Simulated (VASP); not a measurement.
An input for Ansatz (written as the equivalent of a VASP run, and not itself run):

Ansatz 0.2 input:
```yaml
crystal:
  lattice:
    - [1.1329042, -1.9622475, 0.0000000]
    - [1.1329042, 1.9622475, 0.0000000]
    - [0.0000000, 0.0000000, 3.6324879]
  atoms:
    - { symbol: Be, position: [0.3333330, 0.6666670, 0.2500000] }
    - { symbol: Be, position: [0.6666670, 0.3333330, 0.7500000] }
kpoints:
  mp_grid: { grid: [18, 18, 10] }
hamiltonian:
  xc: r2scan
  pseudopotentials: { kind: paw }
scf:
  occupations: { method: methfessel_paxton, width: 0.1 }
  max_iter: 100
output: { forces: true, stress: true, eigenvalues: true }
```

Question: Translate this input to VASP (INCAR, KPOINTS, POSCAR, choice of POTCAR).

Answer: This is not unique; one that fits is 
INCAR:
```
# general
SYSTEM  = Be
PREC    = Accurate
ENCUT   = 480
LREAL   = .FALSE.
LASPH   = .TRUE.

# electronic loop
EDIFF   = 1E-7
NELM    = 100
ALGO    = Normal
LMIXTAU = .TRUE.

# smearing
ISMEAR  = 1
SIGMA   = 0.1

# functional
METAGGA = R2SCAN

# ions
ISIF    = 2

# output
LWAVE   = .FALSE.
LCHARG  = .FALSE.
```

### POSCAR
```
Be
1
    1.1329041964    -1.9622474592     0.0000000000
    1.1329041964     1.9622474592     0.0000000000
    0.0000000000     0.0000000000     3.6324879097
Be
2
Direct
  0.3333330000   0.6666670000   0.2500000000
  0.6666670000   0.3333330000   0.7500000000
```

**KPOINTS**
```
Automatic mesh
0
Gamma
18 18 10
0 0 0
```

POTCAR, in this order: Be (PBE.64 set). Program: vasp_std.

The two are equivalent in intent, not identical: each code has its own PAW files, so the cut-off isn't converted (ENCUT is set for VASP's; basis.ecutwfc is left out, and Ansatz then takes the one that its files recommend); Ansatz stops its SCF on the density residual and VASP on the energy change (EDIFF).

The compound is Be in the hcp structure. This cell was strained or had an atom moved on purpose.
